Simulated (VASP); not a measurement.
A convergence study with VASP on PbI₂ (space group P-3m1): one setting is varied, all else stays as given below, so the limit is that of these other settings.

```
CELL_PARAMETERS angstrom
      2.29140    -3.96882     0.00000
      2.29140     3.96882     0.00000
      0.00000     0.00000     7.01490
ATOMIC_POSITIONS crystal
  Pb 0.00000 0.00000 0.00000
  I  0.33333 0.66667 0.26800
  I  0.66667 0.33333 0.73200
```

All values below come from PBE GGA, VASP's PBE PAW potentials (set 64) (plane waves; VASP 6.6.1). The tightest run used: 300 eV cut-off, 8×8×5 Γ-centred mesh, Gaussian smearing of 0.010 eV, potentials Pb_d I.

```tsv
setting	highest Γ mode (cm⁻¹)	irreducible k-points
2×2×2 mesh	97.3	4
3×3×2 mesh	108.3	6
4×4×2 mesh	110.1	8
```

Task: These are the cheaper rows. Estimate the results at 8×8×5 mesh, and how far the last row shown lies from them.

Result: 
```tsv
quantity	tightest run	last row shown is off by
highest Γ mode (cm⁻¹)	110.7	-0.6
```

Left out are rungs that failed or repeat a setting and relaxations that didn't move; long series are thinned to 24 rows.

The structure is a typed PbI2 crystal (space group no. 164). The cell was not relaxed at this level.
